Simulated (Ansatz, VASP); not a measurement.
# TiB2: VASP beside Ansatz, part 2 of 2

Wanted: the spread between two codes on one cell, functional and k mesh. The cell is taken from a series of runs on this material, whose earlier steps may have relaxed, scaled, displaced or heated it; both programs get it as it stands.

VASP 6.6.1 and Ansatz 0.2.0.

So far: The structure; Ansatz: zone-centre phonons, PBEsol.

## (3) VASP: zone-centre phonons, PBEsol

Level of this step: PBEsol; plane waves and PAW (Ti_sv, B) (VASP).

The same cell, functional, mesh and smearing now go to VASP, with its own data sets.

Lines of VASP's logs that name or quote its potential files are left out, and so is its time.

INCAR reads:

```
SYSTEM = TiB2
PREC = Accurate
ENCUT = 500
EDIFF = 1E-08
NELM = 120
ISMEAR = 1
SIGMA = 0.2
LREAL = .FALSE.
ALGO = Normal
GGA = PS
NBANDS = 15
LASPH = .TRUE.
LORBIT = 11
LWAVE = .FALSE.
LCHARG = .FALSE.
ISIF = 2
IBRION = 8
GGA_COMPAT = .FALSE.
KPAR = 2
```

POSCAR reads:

```
TiB2
1.0
    3.0191290322      0.0000000000      0.0000000000
   -1.5095645161      2.6146424392      0.0000000000
    0.0000000000      0.0000000000      3.1859196375
Ti B
1 2
Direct
    0.0000000000      0.0000000000      0.0000000000
    0.3333333333      0.6666666667      0.5000000000
    0.6666666667      0.3333333333      0.5000000000
```

KPOINTS reads:

```
Automatic mesh
0
Gamma
21 21 16
0 0 0
```

PAW data sets: Ti_sv and B (PBE family, release 64).

The run is started by

```
$ mpirun -np 2 vasp_std
```

Numbers of over 12 decimals in the logs are rounded to 6 here.

What it wrote:

```text
[banner, memory and clock lines left out]
running    2 mpi-ranks, on    1 nodes
 distrk:  each k-point on    1 cores,    2 groups
 distr:  one band on    1 cores,    1 groups

 POSCAR found type information on POSCAR TiB
 POSCAR found :  2 types and       3 ions
|                                                                             |
|               ----> ADVICE to this user running VASP <----                  |
|                                                                             |
|     You enforced a specific xc type in the INCAR file but a different       |
|     [... a line on the potential file left out ...]
|     I HOPE YOU KNOW WHAT YOU ARE DOING!                                     |
|                                                                             |

 LDA part: xc-table for (Slater+PW92), standard interpolation
 POSCAR, INCAR and KPOINTS ok, starting setup
 FFT: planning ... GRIDC
 FFT: planning ... GRID_SOFT
 FFT: planning ... GRID
 WAVECAR not read
 entering main loop
       N       E                     dE             d eps       ncg     rms          rms(c)
DAV:   1     0.122037536891E+03    0.12204E+03   -0.89664E+03 12983   0.134E+03
DAV:   2    -0.231744849798E+02   -0.14521E+03   -0.14050E+03 13639   0.355E+02
DAV:   3    -0.306324743998E+02   -0.74580E+01   -0.73776E+01 18818   0.786E+01
DAV:   4    -0.308307076970E+02   -0.19823E+00   -0.19808E+00 15815   0.114E+01
DAV:   5    -0.308365314100E+02   -0.58237E-02   -0.58224E-02 19186   0.162E+00    0.175E+01
DAV:   6    -0.257785599777E+02    0.50580E+01   -0.20638E+01 18023   0.523E+01    0.387E+00
DAV:   7    -0.257911516578E+02   -0.12592E-01   -0.11436E+00 13786   0.122E+01    0.354E+00
DAV:   8    -0.257940614364E+02   -0.29098E-02   -0.86725E-02 21424   0.252E+00    0.695E-01
DAV:   9    -0.257923339197E+02    0.17275E-02   -0.29796E-02 16109   0.232E+00    0.199E-01
DAV:  10    -0.257921144278E+02    0.21949E-03   -0.32573E-03 16501   0.747E-01    0.109E-01
DAV:  11    -0.257920511406E+02    0.63287E-04   -0.20141E-04 17930   0.153E-01    0.592E-02
DAV:  12    -0.257920314316E+02    0.19709E-04   -0.73322E-05 16030   0.106E-01    0.151E-02
DAV:  13    -0.257920314749E+02   -0.43309E-07   -0.45804E-06 16205   0.193E-02    0.300E-03
DAV:  14    -0.257920312995E+02    0.17543E-06   -0.75408E-07 19141   0.934E-03    0.736E-04
DAV:  15    -0.257920313395E+02   -0.39990E-07   -0.27879E-08 12618   0.215E-03    0.415E-04
DAV:  16    -0.257920313636E+02   -0.24119E-07   -0.39400E-09  7789   0.717E-04    0.104E-04
DAV:  17    -0.257920313621E+02    0.14686E-08   -0.44283E-10  7019   0.277E-04
   1 F= -.25792031E+02 E0= -.25792217E+02  d E =0.557847E-03
 Linear response reoptimize wavefunctions to high precision
DAV:   1    -0.257920313620E+02    0.15189E-09   -0.11835E-10  8293   0.109E-04
DAV:   2    -0.257920313620E+02    0.10459E-10   -0.20569E-11  6956   0.518E-05
 Linear response DOF=           4
 Linear response progress:
  Degree of freedom:   1/  4
       N       E                     dE             d eps       ncg     rms          rms(c)
RMM:   1    -0.695051404374E+00   -0.69505E+00    0.48205E+00 33005   0.135E+02
RMM:   2    -0.656635979141E+00    0.38415E-01   -0.33234E-01 55165   0.515E+00    0.183E-01
RMM:   3    -0.654839200512E+00    0.17968E-02   -0.22376E-02 64991   0.124E+00    0.810E-02
RMM:   4    -0.654580008784E+00    0.25919E-03   -0.12855E-02 73261   0.569E-01    0.189E-02
RMM:   5    -0.655408895510E+00   -0.82889E-03   -0.11736E-03 75141   0.194E-01    0.101E-02
RMM:   6    -0.655742175990E+00   -0.33328E-03   -0.29765E-04 77499   0.843E-02    0.437E-03
RMM:   7    -0.655920762654E+00   -0.17859E-03   -0.66740E-05 76037   0.379E-02    0.106E-03
RMM:   8    -0.655965286485E+00   -0.44524E-04   -0.19139E-05 79290   0.170E-02    0.230E-04
RMM:   9    -0.655969534939E+00   -0.42485E-05   -0.10041E-05 80654   0.880E-03    0.168E-04
RMM:  10    -0.655973152201E+00   -0.36173E-05   -0.65669E-06 80660   0.462E-03    0.162E-04
RMM:  11    -0.655985192476E+00   -0.12040E-04   -0.49654E-06 74805   0.295E-03    0.136E-04
RMM:  12    -0.655983866129E+00    0.13263E-05   -0.34820E-06 81532   0.187E-03    0.561E-05
RMM:  13    -0.655982498103E+00    0.13680E-05   -0.17870E-06 79089   0.130E-03    0.658E-06
RMM:  14    -0.655981881782E+00    0.61632E-06   -0.51184E-07 80150   0.984E-04    0.324E-05
RMM:  15    -0.655982196481E+00   -0.31470E-06   -0.19441E-08 79885   0.777E-04    0.306E-05
RMM:  16    -0.655981904103E+00    0.29238E-06    0.29538E-07 77273   0.646E-04    0.421E-05
RMM:  17    -0.655982478512E+00   -0.57441E-06    0.42629E-07 72196   0.553E-04    0.307E-05
RMM:  18    -0.655982504453E+00   -0.25942E-07    0.61008E-07 80610   0.472E-04    0.344E-05
RMM:  19    -0.655982882293E+00   -0.37784E-06    0.68100E-07 70086   0.419E-04    0.299E-05
RMM:  20    -0.655982929486E+00   -0.47194E-07    0.76429E-07 76388   0.365E-04    0.323E-05
 first order change of Fermi-energy   0.21408E-03
 force on displaced ion       1 direction 1 : -15.125   0.000   0.000
 Linear response progress:
  Degree of freedom:   2/  4
       N       E                     dE             d eps       ncg     rms          rms(c)
RMM:   1    -0.796382769610E+00   -0.79638E+00   -0.23145E+00 13269   0.132E+02
RMM:   2    -0.746235189792E+00    0.50148E-01   -0.31159E-01 21336   0.476E+00    0.200E-01
RMM:   3    -0.745165442216E+00    0.10697E-02   -0.23562E-02 24992   0.119E+00    0.901E-02
RMM:   4    -0.745599736521E+00   -0.43429E-03   -0.16547E-02 27539   0.584E-01    0.256E-02
RMM:   5    -0.746517679524E+00   -0.91794E-03   -0.14944E-03 29168   0.193E-01    0.204E-02
RMM:   6    -0.747890545692E+00   -0.13729E-02   -0.29742E-04 25554   0.985E-02    0.113E-02
RMM:   7    -0.747434011614E+00    0.45653E-03   -0.91150E-05 27353   0.435E-02    0.203E-03
RMM:   8    -0.747506434790E+00   -0.72423E-04   -0.34327E-05 30042   0.203E-02    0.583E-04
RMM:   9    -0.747522554508E+00   -0.16120E-04   -0.27657E-05 30791   0.104E-02    0.249E-04
RMM:  10    -0.747524385389E+00   -0.18309E-05   -0.10149E-06 30536   0.593E-03    0.164E-04
RMM:  11    -0.747526871064E+00   -0.24857E-05   -0.10368E-06 30644   0.371E-03    0.127E-04
RMM:  12    -0.747530189400E+00   -0.33183E-05   -0.45660E-07 30057   0.263E-03    0.721E-05
RMM:  13    -0.747535901654E+00   -0.57123E-05   -0.42779E-07 28577   0.203E-03    0.642E-05
RMM:  14    -0.747533281596E+00    0.26201E-05    0.63583E-09 29466   0.160E-03    0.268E-05
RMM:  15    -0.747533573533E+00   -0.29194E-06    0.37651E-08 30766   0.128E-03    0.301E-05
RMM:  16    -0.747533863829E+00   -0.29030E-06   -0.40258E-09 30976   0.106E-03    0.333E-05
RMM:  17    -0.747533983859E+00   -0.12003E-06    0.40436E-08 31389   0.900E-04    0.377E-05
RMM:  18    -0.747534013266E+00   -0.29407E-07   -0.31922E-08 29265   0.775E-04    0.435E-05
RMM:  19    -0.747534124333E+00   -0.11107E-06    0.14147E-08 28633   0.673E-04    0.454E-05
RMM:  20    -0.747534134964E+00   -0.10632E-07   -0.49189E-08 27569   0.587E-04    0.491E-05
RMM:  21    -0.747534185218E+00   -0.50254E-07   -0.43358E-08 27059   0.517E-04    0.537E-05
RMM:  22    -0.747534135817E+00    0.49401E-07   -0.12084E-07 26990   0.457E-04    0.594E-05
RMM:  23    -0.747534188429E+00   -0.52612E-07    0.33747E-08 24657   0.401E-04    0.611E-05
RMM:  24    -0.747534211591E+00   -0.23162E-07   -0.11454E-07 25164   0.352E-04    0.625E-05
 first order change of Fermi-energy   0.21144E-02
 force on displaced ion       1 direction 3 :  -0.000   0.000 -15.369
 Linear response progress:
  Degree of freedom:   3/  4
       N       E                     dE             d eps       ncg     rms          rms(c)
RMM:   1    -0.502143019050E-01   -0.50214E-01   -0.26472E-02137937   0.142E+00
RMM:   2    -0.447450883968E-01    0.54692E-02   -0.28912E-03115112   0.370E-01    0.165E-01
RMM:   3    -0.445821146969E-01    0.16297E-03   -0.11127E-03116472   0.188E-01    0.820E-02
RMM:   4    -0.451428782923E-01   -0.56076E-03   -0.78107E-04116026   0.144E-01    0.901E-03
RMM:   5    -0.451338483084E-01    0.90300E-05   -0.14417E-04140886   0.544E-02    0.331E-03
RMM:   6    -0.451572476343E-01   -0.23399E-04   -0.32866E-05146962   0.232E-02    0.141E-03
RMM:   7    -0.451506428932E-01    0.66047E-05   -0.58327E-06143280   0.971E-03    0.446E-04
RMM:   8    -0.451562702833E-01   -0.56274E-05   -0.14383E-06146348   0.469E-03    0.232E-04
RMM:   9    -0.451545207702E-01    0.17495E-05   -0.47940E-07146553   0.230E-03    0.703E-05
RMM:  10    -0.451549631671E-01   -0.44240E-06   -0.17021E-07148402   0.116E-03    0.184E-05
RMM:  11    -0.451549617192E-01    0.14480E-08   -0.63956E-08151248   0.595E-04    0.148E-05
 first order change of Fermi-energy   0.58629E-04
 force on displaced ion       2 direction 1 : -19.931   0.000   0.000
 Linear response progress:
  Degree of freedom:   4/  4
       N       E                     dE             d eps       ncg     rms          rms(c)
RMM:   1    -0.462271970533E-01   -0.46227E-01    0.10986E-02 43348   0.174E+00
RMM:   2    -0.442970749798E-01    0.19301E-02   -0.24505E-03 40021   0.351E-01    0.126E-01
RMM:   3    -0.442527089174E-01    0.44366E-04   -0.10363E-03 40961   0.185E-01    0.612E-02
RMM:   4    -0.446863568586E-01   -0.43365E-03   -0.54674E-04 41819   0.128E-01    0.122E-02
RMM:   5    -0.447320559690E-01   -0.45699E-04   -0.11911E-04 47843   0.542E-02    0.358E-03
RMM:   6    -0.447596854745E-01   -0.27630E-04   -0.22806E-05 49504   0.240E-02    0.140E-03
RMM:   7    -0.447476198678E-01    0.12066E-04   -0.50655E-06 48599   0.111E-02    0.548E-04
RMM:   8    -0.447501890819E-01   -0.25692E-05   -0.26161E-06 49968   0.559E-03    0.164E-04
RMM:   9    -0.447502219345E-01   -0.32853E-07   -0.19377E-06 49850   0.267E-03    0.123E-04
RMM:  10    -0.447502112310E-01    0.10703E-07   -0.13952E-06 48948   0.140E-03    0.741E-05
RMM:  11    -0.447506639684E-01   -0.45274E-06   -0.80286E-07 49137   0.710E-04    0.360E-05
RMM:  12    -0.447506337512E-01    0.30217E-07   -0.54323E-07 50931   0.381E-04    0.603E-06
RMM:  13    -0.447506177542E-01    0.15997E-07   -0.33943E-07 50986   0.199E-04    0.942E-06
RMM:  14    -0.447506070731E-01    0.10681E-07   -0.20678E-07 49041   0.112E-04    0.120E-05
RMM:  15    -0.447506064485E-01    0.62457E-09   -0.12317E-07 51145   0.573E-05    0.119E-05
RMM:  16    -0.447506087610E-01   -0.23125E-08   -0.75138E-08 50455   0.322E-05    0.152E-05
 first order change of Fermi-energy  -0.25272E-03
 force on displaced ion       2 direction 3 :  -0.000   0.000 -10.052
 Linear response finished
```

OUTCAR, selected parts (step 3):

```text
ion  position               nearest neighbor table
   1  0.000  0.000  0.000-   2 2.36   3 2.36   2 2.36   3 2.36   3 2.36   3 2.36   2 2.36   2 2.36
                             3 2.36   3 2.36   2 2.36   2 2.36
   2  0.333  0.667  0.500-   3 1.74   3 1.74   3 1.74   1 2.36   1 2.36   1 2.36   1 2.36   1 2.36
                             1 2.36
   3  0.667  0.333  0.500-   2 1.74   2 1.74   2 1.74   1 2.36   1 2.36   1 2.36   1 2.36   1 2.36
                             1 2.36

  LATTYP: Found a hexagonal cell.
 ALAT       =     3.0191290322
 C/A-ratio  =     1.0552446098

 Subroutine GETGRP returns: Found 24 space group operations
 (whereof 24 operations were pure point group operations)

The static configuration has the point symmetry D_6h.

 Found    432 irreducible k-points:

   k-points           NKPTS =    432   k-points in BZ     NKDIM =    432   number of bands    NBANDS=     15

   dimension x,y,z NGX =    24 NGY =   24 NGZ =   24
   dimension x,y,z NGXF=    48 NGYF=   48 NGZF=   48

   ENCUT  =  500.0 eV  36.75 Ry    6.06 a.u.   5.50  5.50  5.81*2*pi/ulx,y,z

   NELECT =      18.0000    total number of electrons

 k-points in reciprocal lattice and weights: Automatic mesh
   0.00000000  0.00000000  0.00000000       0.000
   0.04761905  0.00000000  0.00000000       0.001
   0.09523810  0.00000000  0.00000000       0.001
   0.14285714  0.00000000  0.00000000       0.001
   0.19047619  0.00000000  0.00000000       0.001
   0.23809524 -0.00000000  0.00000000       0.001
   0.28571429 -0.00000000  0.00000000       0.001
   0.33333333 -0.00000000  0.00000000       0.001
   0.38095238  0.00000000  0.00000000       0.001
[...]
0.33333333  0.28571429  0.50000000       0.002
   0.33333333  0.33333333  0.50000000       0.000

 average (electrostatic) potential at core
       1 -70.4408       2 -22.1930       3 -22.1930

  Total       -0.0137981     -0.0137981     -0.0021128      0.0000000      0.0000000      0.0000000
  in kB       -0.8790277     -0.8790277     -0.1345974      0.0000000      0.0000000      0.0000000
  external PRESSURE =      -0.6308843 kB  Pullay stress =       0.0000000 kB

  energy-cutoff  :      500.00
  volume of cell :       25.15
      direct lattice vectors                 reciprocal lattice vectors
     3.019129032  0.000000000  0.000000000     0.331221352  0.191230737  0.000000000
    -1.509564516  2.614642439  0.000000000     0.000000000  0.382461474  0.000000000
     0.000000000  0.000000000  3.185919638     0.000000000  0.000000000  0.313881112

 POSITION                                       TOTAL-FORCE (eV/Angst)
 -----------------------------------------------------------------------------------
      0.00000      0.00000      0.00000        -0.000000      0.000000      0.000000
     -0.00000      1.74309      1.59296         0.000000      0.000000     -0.000000
      1.50956      0.87155      1.59296         0.000000     -0.000000      0.000000
 -----------------------------------------------------------------------------------
    total drift:                               -0.000000      0.000000      0.000000

 Eigenvectors and eigenvalues of the dynamical matrix
 ----------------------------------------------------

   1 f  =   27.031659 THz   169.844920 2PiTHz  901.679072 cm-1   111.793907 meV
             X         Y         Z           dx          dy          dz
      0.000000  0.000000  0.000000    -0.000000    0.000000    0.000000
     -0.000000  1.743095  1.592960    -0.000022    0.707107    0.000000
      1.509565  0.871547  1.592960     0.000022   -0.707107   -0.000000

   2 f  =   27.031659 THz   169.844920 2PiTHz  901.679072 cm-1   111.793907 meV
             X         Y         Z           dx          dy          dz
      0.000000  0.000000  0.000000     0.000000   -0.000000   -0.000000
     -0.000000  1.743095  1.592960     0.707107    0.000022    0.000000
      1.509565  0.871547  1.592960    -0.707107   -0.000022   -0.000000

   3 f  =   16.758289 THz   105.295435 2PiTHz  558.996347 cm-1    69.306683 meV
             X         Y         Z           dx          dy          dz
      0.000000  0.000000  0.000000    -0.000000   -0.000000    0.000000
     -0.000000  1.743095  1.592960     0.000000    0.000000   -0.707107
      1.509565  0.871547  1.592960     0.000000    0.000000    0.707107

   4 f  =   15.878119 THz    99.765165 2PiTHz  529.637045 cm-1    65.666595 meV
             X         Y         Z           dx          dy          dz
      0.000000  0.000000  0.000000    -0.000000    0.000000    0.557826
     -0.000000  1.743095  1.592960     0.000000   -0.000000   -0.586869
      1.509565  0.871547  1.592960     0.000000   -0.000000   -0.586869

   5 f  =   15.736961 THz    98.878241 2PiTHz  524.928512 cm-1    65.082811 meV
             X         Y         Z           dx          dy          dz
      0.000000  0.000000  0.000000     0.000019    0.558345   -0.000000
     -0.000000  1.743095  1.592960    -0.000020   -0.586622    0.000000
      1.509565  0.871547  1.592960    -0.000020   -0.586622    0.000000

   6 f  =   15.736961 THz    98.878241 2PiTHz  524.928512 cm-1    65.082811 meV
             X         Y         Z           dx          dy          dz
      0.000000  0.000000  0.000000    -0.558345    0.000019   -0.000000
     -0.000000  1.743095  1.592960     0.586622   -0.000020    0.000000
      1.509565  0.871547  1.592960     0.586622   -0.000020    0.000000

   7 f/i=    0.001222 THz     0.007677 2PiTHz    0.040758 cm-1     0.005053 meV
             X         Y         Z           dx          dy          dz
      0.000000  0.000000  0.000000    -0.000000    0.000000   -0.829958
     -0.000000  1.743095  1.592960    -0.000000    0.000000   -0.394443
      1.509565  0.871547  1.592960    -0.000000    0.000000   -0.394443

   8 f/i=    0.011043 THz     0.069383 2PiTHz    0.368342 cm-1     0.045669 meV
             X         Y         Z           dx          dy          dz
      0.000000  0.000000  0.000000    -0.792267   -0.246097   -0.000000
     -0.000000  1.743095  1.592960    -0.377038   -0.117117   -0.000000
      1.509565  0.871547  1.592960    -0.377038   -0.117117   -0.000000

   9 f/i=    0.011043 THz     0.069383 2PiTHz    0.368342 cm-1     0.045669 meV
             X         Y         Z           dx          dy          dz
      0.000000  0.000000  0.000000    -0.246097    0.792267    0.000000
     -0.000000  1.743095  1.592960    -0.117117    0.377038    0.000000
      1.509565  0.871547  1.592960    -0.117117    0.377038    0.000000

 ELASTIC MODULI CONTR FROM IONIC RELAXATION (kBar)
 Direction    XX          YY          ZZ          XY          YZ          ZX
 --------------------------------------------------------------------------------
 XX         -51.1419     51.1419      0.0000      0.0000      0.0000      0.0000
 YY          51.1419    -51.1419      0.0000     -0.0000      0.0000      0.0000
 ZZ           0.0000      0.0000      0.0000      0.0000      0.0000      0.0000
 XY           0.0000     -0.0000      0.0000    -51.1419      0.0000      0.0000
 YZ           0.0000      0.0000      0.0000      0.0000      0.0000      0.0000
 ZX           0.0000      0.0000      0.0000      0.0000      0.0000      0.0000
 --------------------------------------------------------------------------------
```

## (4) Side by side

Known differences besides the potentials themselves: the cutoff is 1142.88 eV in Ansatz and 500 eV in VASP. Total energies have different zeros and are not compared.

The two programs side by side:

```csv
quantity,Ansatz,VASP,difference
optical mode 1 to 2 (cm⁻¹),525.6,524.9,+0.14 %
optical mode 3 (cm⁻¹),530.4,529.6,+0.14 %
optical mode 4 (cm⁻¹),559.3,559.0,+0.05 %
optical mode 5 to 6 (cm⁻¹),904.0,901.7,+0.25 %
```

Modes are paired by rising frequency, not by their patterns, so a pair may set unlike modes beside each other; they are those without the splitting of longitudinal modes.

## (5) What came out

```json
{
  "r.m.s. difference of the optical zone-centre modes, each program's sorted by frequency (zone-centre phonons, PBEsol)": "1.4 cm⁻¹"
}
```

In words: The r.m.s. difference of the optical zone-centre modes, each program's sorted by frequency is 1.4 cm⁻¹ (zone-centre phonons, PBEsol). 1 further run of this series is not shown here. How closely two codes agree says nothing of how well the functional describes the real material.

[Lines on the potential files, build, host, timing and source positions are cut from VASP's logs without a mark.]

[Logs are printed without paths, hosts, clocks, repeated set-up lines and the standing remarks that a program may print on its own settings, such as how far it seeks lower states.]

[Hosts, paths, dates, database ids (printed as entryN), source tags and the programs' standing remarks are cut or masked in the printed files.]
